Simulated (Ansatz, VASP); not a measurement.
# Cross-check of Pt (Platinum) between VASP and Ansatz

Wanted: the spread between two codes on one cell, functional and k mesh. The cell is taken from a series of VASP runs on this material, whose earlier steps may have relaxed, scaled or displaced it; both programs get it as it stands.

Main program and level: Ansatz 0.2.0; plane waves, with VASP 6.6.1 beside it; relaxation of cell and atoms at r2SCAN.

## Step 1: The structure

The structure is cubic, space group Fm-3m (No. 225). The conventional cell has a = 3.923 Å, b = 3.923 Å, c = 3.923 Å, α = 90.00°, β = 90.00°, γ = 90.00°. Nearest to Pt lie 12 Pt at 2.77 Å.

## Step 2: Ansatz: relaxation of cell and atoms, r2SCAN

Ansatz runs on its default PAW (the set named soft_2) files.

The relaxed volume is the usual yardstick between codes: its relative difference is about their pressure difference at one cell divided by the bulk modulus.

Contents of input.yaml:

```yaml
crystal:
  lattice:
    - [0.0, 1.96155, 1.96155]
    - [1.96155, 0.0, 1.96155]
    - [1.96155, 1.96155, 0.0]
  atoms:
    - { symbol: Pt, position: [0.0, 0.0, 0.0] }
hamiltonian:
  xc: r2scan
  pseudopotentials: { kind: paw }
kpoints:
  mp_grid: { grid: [12, 12, 12] }
scf:
  occupations: { method: methfessel_paxton, width: 0.1 }
relax:
  f_tol: 0.01
  max_steps: 60
  cell: { stress_tol: 0.05 }
output:
  forces: true
  stress: true
```

The run is started by

```bash
$ ansatz run input.yaml --threads 4 --pin off --max-ram 9216MiB --backend cpu --events-out ev --progress --plain --runs-dir out
```

Numbers of over 12 decimals in the logs are rounded to 6 here.

Log:

```text
Engine: ansatz 0.2.0, aarch64-unknown-linux-gnu
Pseudopotentials: kind: paw
Pseudopotential: Pt, paw, valence charge 18, recommended cutoff 500 eV (meta_gga), Pt.paw.azcp
Functional definition: r2SCAN
  parameter k0 = 0.174
  parameter k1 = 0.065
  parameter a1 = 4.9479
  exchange = r2scan_x(k0 = k0, k1 = k1, a1 = a1)
  correlation = r2scan_c
Crystal: 1 atoms, lattice volume = 15.095 Å³
Basis set: ecut = 500 eV, 387 PW (Γ), exchange–correlation on 96×96×96 points (64 copies of the dense FFT grid, shifted against one another)
Bands: 13, of which v1, the nominal top of the filled ones, is band 9 counted from 1 (8 counted from 0)
Symmetry: 48 space group operations
Space group: Fm-3m (ITA 225), of the structure as read, at distance tolerance 2.5e-5 Å
k-points: 72 of 1728
Non-local potential: Pt, projectors of the file, l = 0: 3, l = 1: 2, l = 2: 2, l = 3: 1
PAW form: soft (Blöchl's): semilocal exchange-correlation on the pseudo side does not see the compensation charge
PAW frozen core: Pt, regenerated for the run's functional (the file was generated under x = pbe(κ = 0.804, μ = 0.219515), c = pbe(β = 0.066725))
PAW one-centre angular grid: Pt, 590 points (default); XC on 160 Gauss nodes
Initial density: superposition of atomic densities (neutral atoms: chi_scale 0, normalization atom), corrected by the library's trained network
Initial wavefunctions: pseudopotential atomic-orbital guess
Functional: x = r2scan, c = r2scan; τ floored in thin density (d = 2e-4 eV/Å³)
SCF iter   1: F=—  HF=-12536.784523 eV  |F-HF|=—  |Δ(HF+E_count)|=         —  Δρ=1.45e-2  dr2=2.44e-2  dr2_τ=1.17e-2  ethr=1.77e-3  ⟨swp⟩=5.0  Hψ=5114  notcnv=0
preconditioner: auto → none  [metal: Δε(μ)=0.004 eV  Ē_g=14.858 eV  σ=0.100 eV  W_gap=0.03  n_scr=8 (ndim 8)  ℏωp=30.2 eV  f_vac=0.000  D(μ)=2.38/eV (n_scr^D=50)  sad-step TF]
SCF iter   2: F=—  HF=-12536.788068 eV  |F-HF|=—  |Δ(HF+E_count)|=   3.55e-3  S|Δr|=    0.00e0  Δρ=7.02e-3  dr2=4.89e-3  dr2_τ=7.12e-4  ethr=1.35e-4  ⟨swp⟩=1.9  Hψ=1663  notcnv=0
SCF iter   3: F=—  HF=-12536.788326 eV  |F-HF|=—  |Δ(HF+E_count)|=   2.57e-4  S|Δr|=    0.00e0  Δρ=1.17e-3  dr2=1.24e-4  dr2_τ=8.67e-6  ethr=2.72e-5  ⟨swp⟩=2.0  Hψ=1233  notcnv=0
SCF iter   4: F=—  HF=-12536.788380 eV  |F-HF|=—  |Δ(HF+E_count)|=   5.43e-5  S|Δr|=    0.00e0  Δρ=2.06e-4  dr2=5.07e-6  dr2_τ=5.92e-7  ethr=6.90e-7  ⟨swp⟩=2.0  Hψ=1275  notcnv=0
SCF iter   5: F=—  HF=-12536.788385 eV  |F-HF|=—  |Δ(HF+E_count)|=   4.70e-6  S|Δr|=    0.00e0  Δρ=3.66e-5  dr2=8.51e-8  dr2_τ=1.41e-8  ethr=5.56e-10  ⟨swp⟩=3.0  Hψ=4072  notcnv=0
SCF iter   6: F=-12536.788385 eV  HF=-12536.788385 eV  |F-HF|=1.16e-8  |Δ(HF+E_count)|=   8.80e-8  S|Δr|=    0.00e0  Δρ=1.79e-5  dr2=2.30e-8  dr2_τ=2.00e-9  ethr=4.73e-10  ⟨swp⟩=3.0  Hψ=3114  notcnv=0
SCF 1 converged in 6 iterations: F = -12536.788385 eV  dr2 = 2.30e-8
  greatest PAW one-centre occupation: 1.000 electrons in one spin orbital (limit 2), on the Pt atom at site 0 (counted from 0), in its partial waves of l = 0
relax step   1: F+E_penalty+E_count = -12536.78838476 eV  Δ(F+E_penalty+E_count) = +0.000e0 eV  max|allowed force component| = 0.000e0 eV/Å  Δτ_max = 0.0000 Å  P = +3.774 GPa  Ω = 15.095 Å³  (6 SCF iters, dr2 threshold 1.00e-7 eV, accepted)
[...]
relax step   2: F+E_penalty+E_count = -12536.78338745 eV  Δ(F+E_penalty+E_count) = +4.997e-3 eV  max|allowed force component| = 0.000e0 eV/Å  Δτ_max = 0.0000 Å  P = -6.059 GPa  Ω = 15.664 Å³  energy of the carried Pulay correction = -2.529e-4 eV  (8 SCF iters, dr2 threshold 1.00e-7 eV, rejected (line search))
[...]
relax step   3: F+E_penalty+E_count = -12536.79063609 eV  Δ(F+E_penalty+E_count) = -2.251e-3 eV  max|allowed force component| = 0.000e0 eV/Å  Δτ_max = 0.0000 Å  P = -0.190 GPa  Ω = 15.308 Å³  energy of the carried Pulay correction = -9.597e-5 eV  (10 SCF iters, accepted)
[...]
relax step   4: F+E_penalty+E_count = -12536.79064700 eV  Δ(F+E_penalty+E_count) = -1.091e-5 eV  max|allowed force component| = 0.000e0 eV/Å  Δτ_max = 0.0000 Å  P = -0.005 GPa  Ω = 15.298 Å³  energy of the carried Pulay correction = -9.134e-5 eV  (3 SCF iters, dr2 threshold 9.01e-8 eV, accepted)
[...]
relax step   5: F+E_penalty+E_count = -12536.79074224 eV  Δ(F+E_penalty+E_count) = -9.524e-5 eV  max|allowed force component| = 0.000e0 eV/Å  Δτ_max = 0.0000 Å  P = +0.000 GPa  Ω = 15.298 Å³  stress off target by 9.09e-5 GPa  SCF on the basis re-selected at this cell (its energy is not comparable with the rows above)  (5 SCF iters)
basis re-selected at this cell: Δ(F+E_penalty+E_count) = -9.524e-5 eV, ΔP = +0.005 GPa vs the last step (what re-selecting the basis moved, of the pressure what is left beyond the Pulay correction that the steps carried, after the strain that the cell walked since its last selection, with what the two solves' SCF thresholds leave and, on support functions, any second-order correction that the steps lacked; it is no measure of the basis error at this ecutwfc). This SCF's stress stands 9.09e-5 GPa from its target on what of the cell is left free (relax.cell.stress_tol is 5.00e-2 GPa) and its largest allowed force component is 0.00e0 eV/Å (relax.f_tol is 1.00e-2 eV/Å): [rest of the remark cut]
SCF converged after 5 iterations
Stability not checked: this state was not tested for a lower state beside it, because cold or Methfessel-Paxton smearing, or corrected tetrahedra, fill the levels in a way that the test cannot read (fill_not_monotonic; see scf.lower_state_search)
Free energy (F): -12536.790742 eV
Harris-Foulkes:  -12536.790742 eV  (|F-HF|=7.28e-12)
Internal energy: -12536.788833 eV  (E = F + TS)
E sigma→0 (E₀):  -12536.790265 eV
Entropy (-TS):   -0.001909 eV (-1.909 meV/atom)
Fermi energy:    22.714026 eV
--- Per-component energies (eV) ---
  E_band       = -153.510275
  E_kinetic    = 637.978956
  E_local      = -1484.984574  (includes V_loc(G=0)·N_el)
  E_nonlocal   = 202.095825
  E_hartree    = 552.572545
  E_xc         = -250.194103
  E_vxc        = -337.638583  (∫ρ·V_xc dr)
  E_paw        = -9479.901024  (= ΣΔE_a)
  E_vpaw       = -297.673773  (= ΣTr[D̂ρ^β])
  E_aug_tail   = 0.000152  (compensation charges beyond the density's cutoff)
  E_vtau       = 21.566671  (kinetic-family band-sum trace: ∫τ·v_τ [+ j·A + Jᵃ·Aᵃ] dr)
  E_ewald      = -2714.125116
  E_core_change = -0.231494  (= ΣΔE_core)
  E_smearing   = -0.001909  (= −TS)
  E_closure    = -0.000000  (closes the sum)
  Σ components = -12536.790742   (vs F -12536.790742, Δ=0.00e0)
--- Forces (eV/Å), atoms counted from 1 ---
  atom   1  Pt     0.00000000     0.00000000     0.00000000
  max |Σ_I F_I| component: 1.75e-32 eV/Å
--- Stress (GPa, compression-positive) ---
        0.000091      -0.000000      -0.000000
       -0.000000       0.000091      -0.000000
       -0.000000      -0.000000       0.000091
  P = ⅓ Tr σ = 0.0001 GPa (0.001 kbar)
--- Relaxed structure (4 steps of the walk, 3 accepted, 1 SCFs on fresh bases) ---
  F+E_penalty+E_count = -12536.79074224 eV   max|allowed force component| = 0.000e0 eV/Å   (the final SCF, on the basis selected at the relaxed cell)
  cell:  # Å, volume = 15.2978 Å³
    - [0, 1.970304, 1.970304]
    - [1.970304, 0, 1.970304]
    - [1.970304, 1.970304, 0]
  atoms:
    - { symbol: Pt, position: [0.0, 0.0, 0.0] }
```

Wall time 4 s (4 threads of Arm Neoverse V1, shared host); peak memory 0.35 GiB.

## Step 3: VASP: relaxation of cell and atoms, r2SCAN

The same cell, functional, mesh and smearing now go to VASP, with its own data sets and cutoff.

Lines of VASP's logs that name or quote its potential files are left out, and so is its time.

Contents of INCAR:

```
SYSTEM = Pt
PREC = Accurate
ENCUT = 450
EDIFF = 1E-06
NELM = 100
ISMEAR = 1
SIGMA = 0.1
LREAL = .FALSE.
ALGO = Normal
METAGGA = R2SCAN
LASPH = .TRUE.
NBANDS = 11
LORBIT = 11
LWAVE = .FALSE.
LCHARG = .FALSE.
KPAR = 2
IBRION = 2
NSW = 50
ISIF = 3
EDIFFG = -0.01
```

Contents of POSCAR:

```
Pt
1.0
    0.0000000000      1.9615500000      1.9615500000
    1.9615500000      0.0000000000      1.9615500000
    1.9615500000      1.9615500000      0.0000000000
Pt
1
Direct
    0.0000000000      0.0000000000      0.0000000000
```

Contents of KPOINTS:

```
Automatic mesh
0
Gamma
12 12 12
0 0 0
```

PAW data sets: Pt (PBE family, release 64).

The run is started by

```bash
$ mpirun -np 2 vasp_std
```

Log:

```text
[banner, memory and clock lines left out]
running    2 mpi-ranks, on    1 nodes
 distrk:  each k-point on    1 cores,    2 groups
 distr:  one band on    1 cores,    1 groups

 POSCAR found type information on POSCAR Pt
 POSCAR found :  1 types and       1 ions
|                                                                             |
|               ----> ADVICE to this user running VASP <----                  |
|                                                                             |
|     You enforced a specific xc type in the INCAR file but a different       |
|     [... a line on the potential file left out ...]
|     I HOPE YOU KNOW WHAT YOU ARE DOING!                                     |
|                                                                             |

 LDA part: xc-table for (None), standard interpolation
 POSCAR, INCAR and KPOINTS ok, starting setup
 FFT: planning ... GRIDC
 FFT: planning ... GRID_SOFT
 FFT: planning ... GRID
 WAVECAR not read
 entering main loop
       N       E                     dE             d eps       ncg     rms          rms(c)
DAV:   1    -0.123142048358E+02   -0.12314E+02   -0.50533E+03  1648   0.770E+02
DAV:   2    -0.542434477391E+02   -0.41929E+02   -0.40334E+02  1821   0.171E+02
DAV:   3    -0.547498332212E+02   -0.50639E+00   -0.50374E+00  1854   0.177E+01
DAV:   4    -0.547522059651E+02   -0.23727E-02   -0.23726E-02  1855   0.142E+00
DAV:   5    -0.547522269707E+02   -0.21006E-04   -0.21006E-04  1868   0.122E-01    0.133E+01
DAV:   6    -0.514951891234E+02    0.32570E+01   -0.22576E+00  1692   0.124E+01    0.674E+00
DAV:   7    -0.515028308369E+02   -0.76417E-02   -0.16955E-02  1859   0.109E+00    0.362E+00
DAV:   8    -0.515012261426E+02    0.16047E-02   -0.57715E-03  1713   0.706E-01    0.965E-02
DAV:   9    -0.515013092199E+02   -0.83077E-04   -0.93528E-05  2157   0.756E-02    0.393E-02
DAV:  10    -0.515013358874E+02   -0.26667E-04   -0.39466E-05  1758   0.582E-02    0.404E-03
DAV:  11    -0.515013364343E+02   -0.54692E-06   -0.43066E-07  1581   0.550E-03
   1 F= -.51501336E+02 E0= -.51500681E+02  d E =-.515013E+02
 curvature:   0.00 expect dE= 0.000E+00 dE for cont linesearch  0.000E+00
 trial: gam= 0.00000 g(F)=  0.586E-64 g(S)=  0.278E-01 ort = 0.000E+00 (trialstep = 0.100E+01)
 search vector abs. value=  0.278E-01
 bond charge predicted
       N       E                     dE             d eps       ncg     rms          rms(c)
DAV:   1    -0.518094890383E+02   -0.30815E+00   -0.71958E+00  1650   0.249E+01    0.360E+00
DAV:   2    -0.514846629884E+02    0.32483E+00   -0.11285E+00  1641   0.732E+00    0.170E+00
DAV:   3    -0.514771713459E+02    0.74916E-02   -0.45128E-02  1791   0.168E+00    0.116E+00
DAV:   4    -0.514782165728E+02   -0.10452E-02   -0.71182E-03  1959   0.421E-01    0.114E-01
DAV:   5    -0.514779560259E+02    0.26055E-03   -0.10742E-03  1816   0.261E-01    0.267E-02
DAV:   6    -0.514779829635E+02   -0.26938E-04   -0.13118E-05  1889   0.317E-02    0.135E-02
DAV:   7    -0.514779860596E+02   -0.30961E-05   -0.10143E-06  1625   0.951E-03    0.403E-03
DAV:   8    -0.514779859421E+02    0.11749E-06   -0.37099E-08   861   0.171E-03
   2 F= -.51477986E+02 E0= -.51477361E+02  d E =0.233505E-01
 trial-energy change:    0.023350  1 .order    0.021610   -0.027755    0.070976
 step:   0.2607(harm=  0.2811)  dis= 0.00000  next Energy=   -51.504924 (dE=-0.359E-02)
 bond charge predicted
       N       E                     dE             d eps       ncg     rms          rms(c)
DAV:   1    -0.516838594150E+02   -0.20587E+00   -0.38522E+00  1647   0.183E+01    0.295E+00
DAV:   2    -0.515097254355E+02    0.17413E+00   -0.51830E-01  1638   0.519E+00    0.909E-01
DAV:   3    -0.515042778239E+02    0.54476E-02   -0.27573E-02  1785   0.130E+00    0.586E-01
DAV:   4    -0.515050178518E+02   -0.74003E-03   -0.46466E-03  2045   0.362E-01    0.952E-02
DAV:   5    -0.515048296872E+02    0.18816E-03   -0.86790E-04  1796   0.240E-01    0.121E-02
DAV:   6    -0.515048345077E+02   -0.48205E-05   -0.91096E-06  1851   0.236E-02    0.411E-03
DAV:   7    -0.515048342841E+02    0.22358E-06   -0.67300E-07  1231   0.739E-03
   3 F= -.51504834E+02 E0= -.51504198E+02  d E =-.349785E-02
 curvature:  -0.14 expect dE=-0.189E-06 dE for cont linesearch -0.189E-06
 trial: gam= 0.00000 g(F)=  0.117E-63 g(S)=  0.135E-05 ort =-0.193E-03 (trialstep = 0.852E+00)
 search vector abs. value=  0.135E-05
 reached required accuracy - stopping structural energy minimisation
```

Parts of OUTCAR (step 3):

```text
ion  position               nearest neighbor table
   1  0.000  0.000  0.000-

  LATTYP: Found a face centered cubic cell.
 ALAT       =     3.9231000000

 Subroutine GETGRP returns: Found 48 space group operations
 (whereof 48 operations were pure point group operations)

The static configuration has the point symmetry O_h .

 Found     72 irreducible k-points:

   k-points           NKPTS =     72   k-points in BZ     NKDIM =     72   number of bands    NBANDS=     11

   dimension x,y,z NGX =    20 NGY =   20 NGZ =   20
   dimension x,y,z NGXF=    40 NGYF=   40 NGZF=   40

   ENCUT  =  450.0 eV  33.07 Ry    5.75 a.u.   4.80  4.80  4.80*2*pi/ulx,y,z

   NELECT =      10.0000    total number of electrons

 k-points in reciprocal lattice and weights: Automatic mesh
   0.00000000  0.00000000  0.00000000       0.001
   0.08333333  0.00000000  0.00000000       0.005
   0.16666667  0.00000000  0.00000000       0.005
   0.25000000  0.00000000  0.00000000       0.005
   0.33333333  0.00000000  0.00000000       0.005
   0.41666667  0.00000000  0.00000000       0.005
   0.50000000  0.00000000  0.00000000       0.002
   0.08333333  0.08333333  0.00000000       0.003
   0.16666667  0.08333333  0.00000000       0.014
[...]
-0.33333333  0.50000000  0.16666667       0.007
  -0.25000000  0.50000000  0.25000000       0.003

 average (electrostatic) potential at core
       1 -68.6456

 E-fermi :  10.7044

 k-point     1 :       0.0000    0.0000    0.0000
  band No.  band energies     occupation
    ...
      2       6.8862      2.00000
      3       6.8862      2.00000
      4       6.8862      2.00000
      5       8.9899      2.00000
      6       8.9899      2.00000
      7      26.2131      0.00000
      8      31.2817      0.00000
      9      31.2817      0.00000
     10      31.2817      0.00000
     11      37.0827      0.00000

 k-point     2 :       0.0833    0.0000    0.0000
  band No.  band energies     occupation
    ...
      2       6.7657      2.00000
      3       6.9955      2.00000
      4       6.9955      2.00000
      5       8.9335      2.00000
      6       8.9335      2.00000
      7      26.6369      0.00000
      8      29.9427      0.00000
      9      31.7063      0.00000
     10      31.7063      0.00000
     11      38.3695      0.00000

 k-point     3 :       0.1667    0.0000    0.0000
  band No.  band energies     occupation
    ...
      2       6.5280      2.00000
      3       7.2143      2.00000
      4       7.2143      2.00000
      5       8.8950      2.00000
      6       8.8950      2.00000
      7      27.3883      0.00000
      8      27.7005      0.00000
      9      32.8793      0.00000
     10      32.8793      0.00000
     11      36.6392      0.00000

  Total       -0.0030517     -0.0030517     -0.0030517      0.0000000      0.0000000     -0.0000000
  in kB       -0.3186124     -0.3186124     -0.3186124      0.0000000      0.0000000     -0.0000000
  external PRESSURE =      -0.3186124 kB  Pullay stress =       0.0000000 kB

  energy-cutoff  :      450.00
  volume of cell :       15.35
      direct lattice vectors                 reciprocal lattice vectors
     0.000000000  1.972354902  1.972354902    -0.253504072  0.253504072  0.253504072
     1.972354902 -0.000000000  1.972354902     0.253504072 -0.253504072  0.253504072
     1.972354902  1.972354902  0.000000000     0.253504072  0.253504072 -0.253504072

 POSITION                                       TOTAL-FORCE (eV/Angst)
 -----------------------------------------------------------------------------------
      0.00000     -0.00000      0.00000         0.000000      0.000000     -0.000000
 -----------------------------------------------------------------------------------
    total drift:                               -0.000000      0.000000      0.000000

  FREE ENERGIE OF THE ION-ELECTRON SYSTEM (eV)
  ---------------------------------------------------
  free  energy   TOTEN  =       -51.5048342841 eV

  energy  without entropy=      -51.5029246150  energy(sigma->0) =      -51.50419773

 reached required accuracy - stopping structural energy minimisation

 total charge
# of ion       s       p       d       tot
------------------------------------------
    1        0.626   0.575   8.052   9.254

[... 3 further parts left out ...]
```

## Step 4: Comparison

Known differences besides the potentials themselves: VASP keeps PBE cores, Ansatz makes them for the functional; both relaxations stop at a tolerance, which leaves soft axes loose, and VASP keeps its plane-wave basis; the data sets hold 18 valence electrons in Ansatz (default PAW (the set named soft_2) files) and 10 in VASP; the cutoff is 500 eV in Ansatz and 450 eV in VASP; Ansatz adds a Pulay correction to the stress that steers its cell, VASP none. Total energies have different zeros and are not compared.

The two programs side by side:

| quantity | Ansatz | VASP | difference |
| --- | --- | --- | --- |
| volume (Å³) | 15.30 | 15.35 | -0.31 % |
| edge a after relaxation, in the typed setting (Å) | 2.786 | 2.789 | -0.10 % |

The walks stopped with 0.00 GPa left in Ansatz and -0.03 GPa in VASP; each walk ends within a tolerance, so the volume difference is uncertain by about these residues over the bulk modulus, most in soft cells.

## Step 5: Results

```json
{"difference in volume (relaxation of cell and atoms, r2SCAN)": "-0.31 %"}
```

What this shows: The difference in volume is -0.31 % (relaxation of cell and atoms, r2SCAN), within the 1.2 % picked in this series as the mark of a large difference, as far as the stopping tolerances let one tell. How closely two codes agree says nothing of how well the functional describes the real material.

[Lines on the potential files, build, host, timing and source positions are cut from VASP's logs without a mark.]

[Logs are printed without paths, hosts, clocks, repeated set-up lines and the standing remarks that a program may print on its own settings, such as how far it seeks lower states.]

[Hosts, paths, dates, database ids (printed as entryN), source tags and the programs' standing remarks are cut or masked in the printed files.]
